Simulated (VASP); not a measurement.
Computed with PBE GGA, VASP's PBE PAW potentials (set 64) (plane waves; VASP).

Gaps are without spin-orbit coupling.

```
Quantity                                               Result
---------------------------------------------  --------------
volume per atom                                21.44 Å^3/atom
band gap (over mesh and band path)                    0.21 eV
smallest direct gap (over mesh and band path)         1.85 eV
Hill bulk modulus                                    54.8 GPa
Hill shear modulus                                   45.4 GPa
```

**Question.** Which relaxed crystal gives these values?
(A) BaZrO3, Pm-3m (221)
(B) GaN, F-43m (216)
(C) CuCl, F-43m (216)
(D) Mg2Si, Fm-3m (225)

**Answer.** D, Mg2Si, Fm-3m (225)
